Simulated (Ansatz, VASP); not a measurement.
**Si2Ge: VASP beside Ansatz**

One calculation is typed for both programs; each brings its own data sets. How far apart do they land? The cell is generated by rule, not measured, and may not be a known phase. The cell is taken from a series of runs on this material, whose earlier steps may have relaxed, scaled, displaced or heated it; both programs get it as it stands.

Main program and level: Ansatz 0.2.0; plane waves, with VASP 6.6.1 beside it; relaxation of cell and atoms at PBEsol.

The structure was built from a prototype and need not be the compound's stable phase.

### 1. Set-up

The structure is orthorhombic, space group Imma (No. 74). Conventional cell: a = 3.893 Å, b = 3.896 Å, c = 16.510 Å, α = 90.00°, β = 90.00°, γ = 90.00°. Nearest to Ge lie 2 Si at 2.39 Å and 2 Ge at 2.43 Å. Nearest to Si lie 2 Si at 2.36 Å and 2 Ge at 2.39 Å. Nearest to Si lie 4 Si at 2.36 to 2.37 Å. Farther neighbours are not listed.

Coordinates:

```xyz
6
Lattice="2.7527 2.7527 0.0000 -2.7548 2.7548 0.0000 2.7537 -0.0010 8.2551" Properties=species:S:1:pos:R:3 pbc="T T T"
Ge    2.7527    2.7527    5.4638
Ge    1.3763    1.3763    6.9190
Si    2.7527    2.7527    0.0522
Si    1.3763    1.3763    1.3914
Si   -0.0010    2.7537    2.7362
Si    1.3753    4.1301    4.0754
```

### 2. VASP: relaxation of cell and atoms, PBEsol, pair 1

The relaxed volume is the usual yardstick between codes: in a stiff, nearly cubic crystal its relative difference is about their pressure difference at one cell divided by the bulk modulus.

Lines of VASP's logs that name or quote its potential files are left out, and so is its time.

Input file INCAR:

```
SYSTEM = Si2Ge
PREC = Accurate
ENCUT = 500
EDIFF = 1E-07
NELM = 120
ISMEAR = 0
SIGMA = 0.01
LREAL = .FALSE.
ALGO = Normal
GGA = PS
NBANDS = 28
LORBIT = 11
LWAVE = .FALSE.
LCHARG = .FALSE.
ISIF = 3
IBRION = 2
NSW = 80
EDIFFG = -0.005
LASPH = .TRUE.
GGA_COMPAT = .FALSE.
NELMIN = 4
EFERMI = MIDGAP
KPAR = 2
```

Input file POSCAR:

```
Si2Ge
1.0
    2.7526890000      2.7526890000      0.0000000000
   -2.7547700000      2.7547700000      0.0000000000
    2.7537300000     -0.0010400000      8.2551350000
Ge Si
2 4
Direct
    0.6690694952      0.3309303845      0.6618607691
    0.0809304442      0.4190695852      0.8381391703
    0.9968405714      0.0031594274      0.0063188549
    0.4157263021      0.0842738489      0.1685476979
    0.3342740007      0.6657261208      0.3314522415
    0.7531595497      0.7468407238      0.4936810846
```

Input file KPOINTS:

```
Automatic mesh
0
Gamma
8 8 8
0 0 0
```

The projector-augmented-wave data sets are Ge_d and Si (PBE family, release 64).

Launch:

```console
$ mpirun -np 2 vasp_std
```

Numbers of over 12 decimals in the logs are rounded to 6 here.

What it wrote:

```text
[banner, memory and clock lines left out]
running    2 mpi-ranks, on    1 nodes
 distrk:  each k-point on    1 cores,    2 groups
 distr:  one band on    1 cores,    1 groups

 POSCAR found type information on POSCAR GeSi
 POSCAR found :  2 types and       6 ions
|                                                                             |
|               ----> ADVICE to this user running VASP <----                  |
|                                                                             |
|     You enforced a specific xc type in the INCAR file but a different       |
|     [... a line on the potential file left out ...]
|     I HOPE YOU KNOW WHAT YOU ARE DOING!                                     |
|                                                                             |

 LDA part: xc-table for (Slater+PW92), standard interpolation
 POSCAR, INCAR and KPOINTS ok, starting setup
 FFT: planning ... GRIDC
 FFT: planning ... GRID_SOFT
 FFT: planning ... GRID
 WAVECAR not read
 entering main loop
       N       E                     dE             d eps       ncg     rms          rms(c)
DAV:   1     0.325914437987E+03    0.32591E+03   -0.20318E+04  6468   0.279E+03
DAV:   2     0.216168652077E+02   -0.30430E+03   -0.29425E+03  5360   0.693E+02
DAV:   3    -0.307813752355E+02   -0.52398E+02   -0.51132E+02  6196   0.164E+02
DAV:   4    -0.333409290744E+02   -0.25596E+01   -0.25519E+01  6812   0.412E+01
DAV:   5    -0.333929151250E+02   -0.51986E-01   -0.51963E-01  6768   0.627E+00    0.767E+00
DAV:   6    -0.329855318591E+02    0.40738E+00   -0.20959E-01  6368   0.297E+00    0.452E+00
DAV:   7    -0.327974187006E+02    0.18811E+00   -0.36563E-01  5956   0.334E+00    0.310E-01
DAV:   8    -0.327996226446E+02   -0.22039E-02   -0.28246E-02  6808   0.177E+00    0.178E-01
DAV:   9    -0.328001612970E+02   -0.53865E-03   -0.18810E-03  6432   0.256E-01    0.818E-02
DAV:  10    -0.328002329086E+02   -0.71612E-04   -0.98782E-05  6912   0.651E-02    0.449E-02
DAV:  11    -0.328002647342E+02   -0.31826E-04   -0.47580E-05  6056   0.363E-02    0.140E-02
DAV:  12    -0.328002646730E+02    0.61206E-07   -0.33876E-06  7012   0.134E-02    0.264E-03
DAV:  13    -0.328002648265E+02   -0.15359E-06   -0.53457E-07  5888   0.671E-03    0.901E-04
DAV:  14    -0.328002649530E+02   -0.12644E-06   -0.83063E-08  3704   0.204E-03    0.298E-04
DAV:  15    -0.328002649468E+02    0.61491E-08   -0.14305E-08  3652   0.934E-04
   1 F= -.32800265E+02 E0= -.32800265E+02  d E =-.328003E+02
 curvature:   0.00 expect dE= 0.000E+00 dE for cont linesearch  0.000E+00
 trial: gam= 0.00000 g(F)=  0.896E-05 g(S)=  0.803E-06 ort = 0.000E+00 (trialstep = 0.100E+01)
 search vector abs. value=  0.977E-05
 bond charge predicted
       N       E                     dE             d eps       ncg     rms          rms(c)
DAV:   1    -0.328002758560E+02   -0.10903E-04   -0.23873E-04  8096   0.151E-01    0.143E-02
DAV:   2    -0.328002726351E+02    0.32209E-05   -0.13757E-05  7516   0.425E-02    0.735E-03
DAV:   3    -0.328002714491E+02    0.11860E-05   -0.21506E-06  7388   0.172E-02    0.195E-03
DAV:   4    -0.328002714779E+02   -0.28764E-07   -0.20626E-07  4356   0.494E-03
   2 F= -.32800271E+02 E0= -.32800271E+02  d E =-.653104E-05
 trial-energy change:   -0.000007  1 .order   -0.000006   -0.000010   -0.000002
 step:   1.1341(harm=  1.2211)  dis= 0.00052  next Energy=   -32.800272 (dE=-0.665E-05)
 reached required accuracy - stopping structural energy minimisation
```

OUTCAR, selected parts (step 2):

```text
ion  position               nearest neighbor table
   1  0.669  0.331  0.662-   6 2.39   6 2.39   2 2.43   2 2.43
   2  0.081  0.419  0.838-   3 2.39   3 2.39   1 2.43   1 2.43
   3  0.997  0.003  0.006-   4 2.36   4 2.36   2 2.39   2 2.39
   4  0.416  0.084  0.169-   3 2.36   3 2.36   5 2.37   5 2.37
   5  0.334  0.666  0.331-   6 2.36   6 2.36   4 2.37   4 2.37
   6  0.753  0.747  0.494-   5 2.36   5 2.36   1 2.39   1 2.39

  LATTYP: Found a body centered orthorhombic cell.
 ALAT       =     3.8928901168
 B/A-ratio  =     1.0007559881
 C/A-ratio  =     4.2411343513

 Subroutine GETGRP returns: Found  8 space group operations
 (whereof  4 operations were pure point group operations)

The static configuration has the point symmetry C_2v.
 The point group associated with its full space group is D_2h.

 Found     95 irreducible k-points:

   k-points           NKPTS =     95   k-points in BZ     NKDIM =     95   number of bands    NBANDS=     28

   dimension x,y,z NGX =    28 NGY =   28 NGZ =   64
   dimension x,y,z NGXF=    56 NGYF=   56 NGZF=  128

   ENCUT  =  500.0 eV  36.75 Ry    6.06 a.u.   7.10  7.10 15.87*2*pi/ulx,y,z

   NELECT =      44.0000    total number of electrons

 k-points in reciprocal lattice and weights: Automatic mesh
   0.00000000  0.00000000  0.00000000       0.002
   0.12500000  0.00000000  0.00000000       0.008
   0.25000000  0.00000000  0.00000000       0.008
   0.37500000  0.00000000  0.00000000       0.008
   0.50000000  0.00000000  0.00000000       0.004
   0.00000000  0.12500000 -0.00000000       0.008
   0.12500000  0.12500000  0.00000000       0.008
   0.25000000  0.12500000  0.00000000       0.016
   0.37500000  0.12500000  0.00000000       0.016
[...]
0.00000000  0.25000000  0.37500000       0.004
   0.00000000  0.00000000  0.50000000       0.002

 average (electrostatic) potential at core
       1 -73.1793       2 -73.1793       3 -83.6469       4 -83.5626       5 -83.5626
       6 -83.6469

 E-fermi :   5.6917

 k-point     1 :       0.0000    0.0000    0.0000
  band No.  band energies     occupation
    ...
     18       3.0429      2.00000
     19       3.0995      2.00000
     20       5.4276      2.00000
     21       5.4642      2.00000
     22       5.5079      2.00000
     23       5.9293      0.00000
     24       6.0821      0.00000
     25       7.2931      0.00000
     26       7.4474      0.00000
     27       7.7119      0.00000
    ...

 k-point     2 :       0.1250    0.0000    0.0000
  band No.  band energies     occupation
    ...
     18       2.8995      2.00000
     19       3.1982      2.00000
     20       4.1860      2.00000
     21       4.9602      2.00000
     22       5.3622      2.00000
     23       6.4518      0.00000
     24       6.6656      0.00000
     25       7.6460      0.00000
     26       7.8386      0.00000
     27       8.1480      0.00000
    ...

 k-point     3 :       0.2500    0.0000    0.0000
  band No.  band energies     occupation
    ...
     18       2.9365      2.00000
     19       3.1237      2.00000
     20       3.5679      2.00000
     21       4.0000      2.00000
     22       5.0757      2.00000
     23       6.8236      0.00000
     24       7.3346      0.00000
     25       7.7448      0.00000
     26       8.5702      0.00000
     27       8.8924      0.00000
    ...

  Total        0.0165527      0.0165527      0.0136758     -0.0060908      0.0000000      0.0000000
  in kB        0.2118528      0.2118528      0.1750330     -0.0779541      0.0000000      0.0000000
  external PRESSURE =       0.1995795 kB  Pullay stress =       0.0000000 kB

  energy-cutoff  :      500.00
  volume of cell :      125.18
      direct lattice vectors                 reciprocal lattice vectors
     2.752652777  2.752652777 -0.000000000     0.181642961  0.181642961 -0.060572616
    -2.754666911  2.754666911  0.000000000    -0.181510148  0.181510148  0.060572594
     2.753660344 -0.001006567  8.254558214     0.000000000  0.000000000  0.121145187

 POSITION                                       TOTAL-FORCE (eV/Angst)
 -----------------------------------------------------------------------------------
      2.75265      2.75265      5.46346         0.000000      0.000000      0.002556
      1.37633      1.37633      6.91838        -0.000000     -0.000000     -0.002556
      2.75265      2.75265      0.05170        -0.000000     -0.000000     -0.003355
      1.37633      1.37633      1.39125        -0.000000     -0.000000     -0.002791
     -0.00101      2.75366      2.73603         0.000000      0.000000      0.002791
      1.37532      4.12999      4.07557         0.000000      0.000000      0.003355
 -----------------------------------------------------------------------------------
    total drift:                                0.000005      0.000060     -0.000053

  FREE ENERGIE OF THE ION-ELECTRON SYSTEM (eV)
  ---------------------------------------------------
  free  energy   TOTEN  =       -32.8002714779 eV

  energy  without entropy=      -32.8002714779  energy(sigma->0) =      -32.80027148

 reached required accuracy - stopping structural energy minimisation

 total charge
# of ion       s       p       d       tot
------------------------------------------
    1        1.116   1.322  10.029  12.467
    2        1.116   1.322  10.029  12.467
    3        0.757   0.911   0.000   1.668
    4        0.753   0.926   0.000   1.679
    5        0.753   0.926   0.000   1.679
    6        0.757   0.911   0.000   1.668
--------------------------------------------------
tot          5.251   6.319  20.058  31.628

[... 3 further parts left out ...]
```

The run keeps the 8 symmetry operations of its start, so it cannot find a distortion of lower symmetry.

### 3. Ansatz: relaxation of cell and atoms, PBEsol, pair 1

Ansatz runs on its default PAW (the set named soft_2) files.

The same cell, functional and mesh now go to Ansatz, which takes its cutoff from its data sets.

Input file input.yaml:

```yaml
crystal:
  lattice:
    - [2.7526894959, 2.7526894959, 0.0]
    - [-2.7547701196, 2.7547701196, 0.0]
    - [2.7537298078, -0.0010403119, 8.2551346453]
  atoms:
    - { symbol: Ge, position: [0.6690695896, 0.3309304104, 0.6618608209] }
    - { symbol: Ge, position: [0.0809304104, 0.4190695896, 0.8381391791] }
    - { symbol: Si, position: [-0.0031594183, 0.0031594183, 0.0063188366] }
    - { symbol: Si, position: [0.4157261545, 0.0842738455, 0.168547691] }
    - { symbol: Si, position: [0.3342738455, 0.6657261545, 0.331452309] }
    - { symbol: Si, position: [0.7531594183, 0.7468405817, 0.4936811634] }
kpoints:
  mp_grid: { grid: [8, 8, 8] }
hamiltonian:
  xc: pbesol
scf:
  occupations: { method: fixed }
output:
  forces: true
  stress: true
  eigenvalues: true
relax:
  adjacent_minimum: "off"
  f_tol: 0.001
  max_steps: 60
  cell: { stress_tol: 0.01 }
```

Launch:

```console
$ ansatz run input.yaml --threads 4 --pin off --max-ram 14336MiB --backend cpu --events-out ev --progress --plain --runs-dir out
```

What it wrote:

```text
Engine: ansatz 0.2.0, aarch64-unknown-linux-gnu
Pseudopotentials: kind: paw
Pseudopotential: Ge, paw, valence charge 14, recommended cutoff 420 eV (normal), Ge.paw.azcp
Pseudopotential: Si, paw, valence charge 4, recommended cutoff 420 eV (normal), Si.paw.azcp
Functional definition: PBEsol
  exchange = pbesol_x
  correlation = pbesol_c
Crystal: 6 atoms, lattice volume = 125.198 Å³
Basis set: ecut = 420 eV, 2495 PW (Γ), exchange–correlation on 54×54×120 points (8 copies of the dense FFT grid, shifted against one another)
Bands: 28, of which v1, the nominal top of the filled ones, is band 22 counted from 1 (21 counted from 0)
Symmetry: 8 space group operations
Space group: Imma (ITA 74), of the structure as read, at distance tolerance 5.0e-5 Å
k-points: 95 of 512
Non-local potential: Ge, projectors of the file, l = 0: 2, l = 1: 2, l = 2: 3, l = 3: 1
Non-local potential: Si, projectors of the file, l = 0: 2, l = 1: 2, l = 2: 2
PAW form: soft (Blöchl's): semilocal exchange-correlation on the pseudo side does not see the compensation charge
PAW frozen core: Ge, regenerated for the run's functional, and the local potential with it (the file was generated under x = pbe(κ = 0.804, μ = 0.219515), c = pbe(β = 0.066725))
PAW frozen core: Si, regenerated for the run's functional, and the local potential with it (the file was generated under x = pbe(κ = 0.804, μ = 0.219515), c = pbe(β = 0.066725))
PAW one-centre angular grid: Ge, 590 points (default); XC on 64 Gauss nodes
PAW one-centre angular grid: Si, 110 points (default); XC on 64 Gauss nodes
Initial density: superposition of atomic densities (neutral atoms: chi_scale 0, normalization atom), corrected by the library's trained network
Initial wavefunctions: pseudopotential atomic-orbital guess
Functional: x = pbesol(κ = 0.804, μ = 0.123457), c = pbesol(β = 0.046)
SCF iter   1: F=—  HF=-10992.905800 eV  |F-HF|=—  |Δ(HF+E_count)|=         —  Δρ=2.97e-3  dr2=3.17e-2  ethr=1.77e-3  ⟨swp⟩=4.6  Hψ=10463  notcnv=0  defer=360
preconditioner: auto → Resta (q_TF=auto, 2.292 Å⁻¹)  ε∞=5.1  [insulator: Δε(μ)=0.377 eV  Ē_g=7.984 eV  n_scr=26 (ndim 8)  ℏωp=16.3 eV  f_vac=0.000  ε∞_Penn≈5.1]
SCF iter   2: F=—  HF=-10992.899580 eV  |F-HF|=—  |Δ(HF+E_count)|=   6.22e-3  Δρ=1.64e-3  dr2=5.51e-3  ethr=7.20e-5  ⟨swp⟩=1.9  Hψ=3561  notcnv=0  defer=380
SCF iter   3: F=—  HF=-10992.898842 eV  |F-HF|=—  |Δ(HF+E_count)|=   7.38e-4  Δρ=5.24e-4  dr2=4.57e-4  ethr=1.25e-5  ⟨swp⟩=2.0  Hψ=4795  notcnv=0  defer=379
SCF iter   4: F=—  HF=-10992.898763 eV  |F-HF|=—  |Δ(HF+E_count)|=   7.90e-5  Δρ=2.35e-4  dr2=1.08e-4  ethr=1.04e-6  ⟨swp⟩=2.0  Hψ=4719  notcnv=0  defer=379
SCF iter   5: F=—  HF=-10992.898759 eV  |F-HF|=—  |Δ(HF+E_count)|=   4.28e-6  Δρ=7.66e-5  dr2=7.49e-6  ethr=2.45e-7  ⟨swp⟩=2.0  Hψ=4600  notcnv=0  defer=270
SCF iter   6: F=—  HF=-10992.898734 eV  |F-HF|=—  |Δ(HF+E_count)|=   2.50e-5  Δρ=2.06e-5  dr2=3.35e-7  ethr=1.70e-8  ⟨swp⟩=2.0  Hψ=4603  notcnv=0  defer=162
SCF iter   7: F=-10992.898734 eV  HF=-10992.898734 eV  |F-HF|=1.94e-9  |Δ(HF+E_count)|=   1.51e-7  Δρ=1.95e-6  dr2=4.34e-9  ethr=2.27e-10  ⟨swp⟩=10.7  Hψ=14808  notcnv=0
SCF 1 converged in 7 iterations: F = -10992.898734 eV  dr2 = 4.34e-9
  greatest PAW one-centre occupation: 0.998 electrons in one spin orbital (limit 2), on the Ge atom at site 1 (counted from 0), in its partial waves of l = 2
relax step   1: F+E_penalty+E_count = -10992.89873431 eV  Δ(F+E_penalty+E_count) = +0.000e0 eV  max|allowed force component| = 1.276e-3 eV/Å  Δτ_max = 0.0000 Å  P = -0.006 GPa  Ω = 125.198 Å³  (7 SCF iters, dr2 threshold 1.00e-7 eV, accepted)
[...]
relax step   2: F+E_penalty+E_count = -10992.89873656 eV  Δ(F+E_penalty+E_count) = -2.250e-6 eV  max|allowed force component| = 1.303e-3 eV/Å  Δτ_max = 0.0002 Å  P = -0.001 GPa  Ω = 125.191 Å³  energy of the carried Pulay correction = +1.167e-6 eV  (4 SCF iters, dr2 threshold 7.82e-10 eV, accepted)
[...]
relax step   3: F+E_penalty+E_count = -10992.89873708 eV  Δ(F+E_penalty+E_count) = -5.167e-7 eV  max|allowed force component| = 3.314e-4 eV/Å  Δτ_max = 0.0001 Å  P = -0.000 GPa  Ω = 125.189 Å³  energy of the carried Pulay correction = +1.385e-6 eV  (4 SCF iters, dr2 threshold 1.06e-10 eV, accepted)
[...]
relax step   4: F+E_penalty+E_count = -10992.89873594 eV  Δ(F+E_penalty+E_count) = +1.139e-6 eV  max|allowed force component| = 3.300e-4 eV/Å  Δτ_max = 0.0000 Å  P = -0.000 GPa  Ω = 125.189 Å³  stress off target by 9.81e-4 GPa  SCF on the basis re-selected at this cell (its energy is not comparable with the rows above)  (6 SCF iters)
basis re-selected at this cell: Δ(F+E_penalty+E_count) = +1.139e-6 eV, ΔP = -0.000 GPa vs the last step (what re-selecting the basis moved, of the pressure what is left beyond the Pulay correction that the steps carried, after the strain that the cell walked since its last selection, with what the two solves' SCF thresholds leave and, on support functions, any second-order correction that the steps lacked; it is no m [...]
SCF converged after 6 iterations
Free energy (F): -10992.898736 eV
Harris-Foulkes:  -10992.898736 eV  (|F-HF|=1.82e-12)
Internal energy: -10992.898736 eV  (E = F + TS)
E sigma→0 (E₀):  -10992.898736 eV
Fermi energy:    7.051764 eV
--- Per-component energies (eV) ---
  E_band       = -304.378646
  E_kinetic    = 384.197646
  E_local      = -6558.754371  (includes V_loc(G=0)·N_el)
  E_nonlocal   = 945.112492
  E_hartree    = 2939.926017
  E_xc         = -368.650963
  E_vxc        = -316.821732  (∫ρ·V_xc dr)
  E_paw        = -5954.697723  (= ΣΔE_a)
  E_vpaw       = -637.965369  (= ΣTr[D̂ρ^β])
  E_aug_tail   = 0.000629  (compensation charges beyond the density's cutoff)
  E_ewald      = -2381.994578
  E_core_change = 1.962115  (= ΣΔE_core)
  E_smearing   = -0.000000  (= −TS)
  E_closure    = 0.000000  (closes the sum)
  Σ components = -10992.898736   (vs F -10992.898736, Δ=0.00e0)
--- Forces (eV/Å), atoms counted from 1 ---
  atom   1  Ge     0.00000000    -0.00000000     0.00015477
  atom   2  Ge    -0.00000000     0.00000000    -0.00015477
  atom   3  Si     0.00000000    -0.00000000     0.00022520
  atom   4  Si    -0.00000000     0.00000000    -0.00033004
  atom   5  Si     0.00000000    -0.00000000     0.00033004
  atom   6  Si    -0.00000000     0.00000000    -0.00022520
  max |Σ_I F_I| component: 1.73e-18 eV/Å
--- Stress (GPa, compression-positive) ---
       -0.000390      -0.000590      -0.000000
       -0.000590      -0.000390       0.000000
       -0.000000       0.000000      -0.000622
  P = ⅓ Tr σ = -0.0005 GPa (-0.005 kbar)
--- Band table (eV; the first three rows and the last of 95) ---
  k-point 0: bands = [... 18 lower, 4.6472, 6.9716, 7.0083, 7.0518, 7.4751, 7.6269, 8.8350, 8.9904, ... 2 higher]
  k-point 1: bands = [... 18 lower, 4.7857, 6.7027, 6.8760, 6.9193, 7.4409, 7.7088, 8.5100, 9.3603, ... 2 higher]
  k-point 2: bands = [... 18 lower, 5.0543, 6.1132, 6.5574, 6.6036, 7.4212, 7.8118, 8.2567, 9.3022, ... 2 higher]
  k-point 94: bands = [... 18 lower, 3.6995, 3.6995, 3.8240, 3.8240, 8.0530, 8.0530, 8.4430, 8.4430, ... 2 higher]
--- Relaxed structure (3 steps of the walk, 3 accepted, 1 SCFs on fresh bases) ---
  F+E_penalty+E_count = -10992.89873594 eV   max|allowed force component| = 3.300e-4 eV/Å   (the final SCF, on the basis selected at the relaxed cell)
  cell:  # Å, volume = 125.1894 Å³
    - [2.752438, 2.752438, -1.0756420470393177e-16]
    - [-2.755021, 2.755021, 1.6686790161420113e-11]
    - [2.753729, -0.00129157, 8.254584]
  atoms:
    - { symbol: Ge, position: [0.669079, 0.330921, 0.661841] }
    - { symbol: Ge, position: [0.080921, 0.419079, 0.838159] }
    - { symbol: Si, position: [-0.00315944, 0.00315944, 0.00631888] }
    - { symbol: Si, position: [0.415723, 0.084277, 0.168555] }
    - { symbol: Si, position: [0.334277, 0.665723, 0.331445] }
    - { symbol: Si, position: [0.753159, 0.746841, 0.493681] }
```

### 4. Side by side

Known differences besides the potentials themselves: fixed occupations in Ansatz, narrow Gaussian smearing in VASP; the cutoff is 420 eV in Ansatz and 500 eV in VASP; Ansatz makes its cores anew for this functional, VASP keeps those of its PBE data sets; Ansatz adds a Pulay correction to the stress that steers its cell, VASP none. Total energies have different zeros and are not compared.

The two programs side by side:

| quantity | Ansatz | VASP | difference |
| --- | --- | --- | --- |
| volume (Å³) | 125.19 | 125.18 | +0.01 % |
| edge a after relaxation, in the typed setting (Å) | 3.893 | 3.893 | -0.01 % |
| edge b after relaxation, in the typed setting (Å) | 3.896 | 3.896 | +0.01 % |
| edge c after relaxation, in the typed setting (Å) | 8.702 | 8.702 | +0.00 % |

(Part 1 of 2 ends here.)

[Lines on the potential files, build, host, timing and source positions are cut from VASP's logs without a mark.]

[Logs are printed without paths, hosts, clocks, repeated set-up lines and the standing remarks that a program may print on its own settings, such as how far it seeks lower states.]

[Hosts, paths, dates, database ids (printed as entryN), source tags and the programs' standing remarks are cut or masked in the printed files.]
